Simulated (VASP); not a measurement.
Given:

```yaml
crystal:
  lattice:
    - [0.00000, 2.06334, 2.06334]
    - [2.06334, 0.00000, 2.06334]
    - [2.06334, 2.06334, 0.00000]
  atoms:
    - { symbol: V, position: [0.00000, 0.00000, 0.00000] }
    - { symbol: N, position: [0.50000, 0.50000, 0.50000] }
```

Level of theory: LDA (Ceperley-Alder, Perdew-Zunger), VASP's LDA PAW potentials (set 64) (plane waves; VASP 6.6.1). Settings: 520 eV cut-off, 15×15×15 Γ-centred mesh, first-order Methfessel-Paxton smearing of 0.10 eV, potentials V_sv N.

**Question.** What does the run give for the energy per atom (σ→0), pressure, band gap (on the k-mesh) with the smallest direct gap where there is one?

**Answer.** 
```
Quantity                                                     Value
------------------------  ----------------------------------------
band gap (on the k-mesh)  none (metal, semimetal or under 0.01 eV)
energy per atom (σ→0)                              -10.730 eV/atom
pressure                                                -18.83 GPa
```

The compound is VN in the rock salt structure, which distorts at low temperature. This cell is one point of a volume scan, at 1.06 of the reference volume. The run is not spin-polarised, so no magnetic state was tried. VASP warned that the highest band is occupied, so more bands are needed.
